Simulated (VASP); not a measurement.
Set up this calculation in VASP 6.6.1, as the native input.

| Quantity | Value |
| --- | --- |
| Task | single point |
| Functional | PBE |
| Potentials or basis | VASP PAW PBE potentials, release 64 (Sn, Rb_pv, Mg) |
| Cutoff | 500 eV |
| k mesh | 5 × 5 × 5 |
| Occupations | gaussian, width 0.02 eV |
| Spin | no spin polarisation |
| Further INCAR settings | ALGO = Normal; EDIFF = 1e-06; NBANDS = 22 |

The structure of RbMg6Sn lies in POSCAR:

```
RbMg6Sn
5.2244
    0.999994449123      0.000000000000      0.000000000000
    0.000000000000      0.675047565271      1.167248487865
    0.000000000000     -0.675047565271      1.167248487865
Sn Rb Mg
1 1 6
Direct
    0.0000000000      0.8542230000      0.8542230000
    0.5000000000      0.6675080000      0.6675080000
    0.5000000000      0.1613810000      0.1613810000
    0.5000000000      0.6771230000      0.1603050000
    0.5000000000      0.1603050000      0.6771230000
    0.0000000000      0.3324390000      0.3324390000
    0.0000000000      0.8570810000      0.2899410000
    0.0000000000      0.2899410000      0.8570810000
```

The cell comes from a database or a generator and needn't be the stable form of this composition.

One way to write it, as run:

INCAR

```
ALGO = Normal ; EDIFF = 1E-6
ENCUT = 500 ; GGA = PE
ISIF = 2 ; ISMEAR = 0
LASPH = True ; LCHARG = True
LELF = True ; LREAL = False
LVHAR = True ; LWAVE = False
NBANDS = 22 ; NELM = 60
PREC = Accurate ; SIGMA = 0.02
```

KPOINTS

```
k-points
0
Gamma
  5 5 5
```

Potentials or basis: VASP PAW PBE potentials, release 64 (Sn, Rb_pv, Mg).

The run is started by

```console
$ cat potpaw_PBE.64/Sn/POTCAR potpaw_PBE.64/Rb_pv/POTCAR potpaw_PBE.64/Mg/POTCAR > POTCAR
$ mpirun -np 1 vasp_std > vasp.out
```

Results of the run:

The pressure is -0.1 GPa and the largest force is 0.036 eV/Å. The band gap on the k mesh is none (metal or under the smearing width).

Run time: 3 min on 1 thread of Intel(R) Xeon(R) Platinum 8488C (Sapphire Rapids), with other jobs on the host, peak memory 0.41 GiB.
